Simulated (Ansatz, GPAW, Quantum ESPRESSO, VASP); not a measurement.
# Code comparison for OsRu3 (P6_3/mmc, 8 atoms in the cell)

Self-consistent single point, at a second geometry (lattice scaled by 0.98). First geometry:

```yaml
crystal:
  lattice:
    - [5.43042, 0.00000, 0.00000]
    - [-2.71521, 4.70288, 0.00000]
    - [0.00000, 0.00000, 4.29098]
  atoms:
    - { symbol: Ru, position: [0.83256, 0.16744, 0.75000] }
    - { symbol: Ru, position: [0.16744, 0.83256, 0.25000] }
    - { symbol: Ru, position: [0.66512, 0.83256, 0.25000] }
    - { symbol: Ru, position: [0.33488, 0.16744, 0.75000] }
    - { symbol: Ru, position: [0.83256, 0.66512, 0.75000] }
    - { symbol: Ru, position: [0.16744, 0.33488, 0.25000] }
    - { symbol: Os, position: [0.66667, 0.33333, 0.25000] }
    - { symbol: Os, position: [0.33333, 0.66667, 0.75000] }
```

Shared settings, as Ansatz (a program for electronic structure) writes them: kpoints.mp_grid.grid = 4 4 5; scf.occupations.method = fermi_dirac; scf.occupations.width = 0.136 eV. Potentials and cutoffs stand in the table.

```csv
code,model,ΔF from the first geometry (meV/atom),pressure (GPa),largest force (eV/Å),cutoff
VASP,"PBEsol, VASP's PBE PAW potentials (set 64)",25.1,17.00,0.198,300 eV
GPAW,"PBEsol, GPAW PAW datasets PBEsol (made by gpaw-setup)",19.1,15.81,0.151,600 eV
Ansatz,"PBEsol, PAW files made with PBE",24.9,17.30,0.165,default
Quantum ESPRESSO,"PBEsol, GBRV 1.5 ultrasoft (PBESOL) pseudopotentials",22.9,16.98,0.165,40 Ry
```

For VASP (by 0.6 GPa) the energy change implies a higher mean pressure, against the two pressures, than for the other programs: a sign of finite-basis (Pulay) stress.

On Ansatz's run: spin-orbit coupling is off. Spin polarisation is off.

The spread over the programs that give each value: ΔF from the first geometry within 6.0 meV/atom; pressure within 1.49 GPa; largest force within 0.047 eV/Å.

Ansatz's pressure is given at a fixed set of plane waves, as the other plane-wave codes print theirs; with its correction for the finite basis it is 17.56 GPa (the shift of 0.25 GPa shows how far the cutoff is from converged). In the pressure, GPAW (by 1.18) lies more than 1 GPa from the median of the plane-wave programs.

VASP's run is marked for a possible Pulay error in its stress at this cutoff; no cutoff test was made.

The starting cell comes from a database of computed structures (which also holds hypothetical and non-ambient phases and stackings), without a prior relaxation at this level. For this run, on top of that: lattice scaled by 0.98.

Left out of this page: FLEUR and SIESTA (not drawn, or without a comparable value).

Keys are those of Ansatz 0.2.
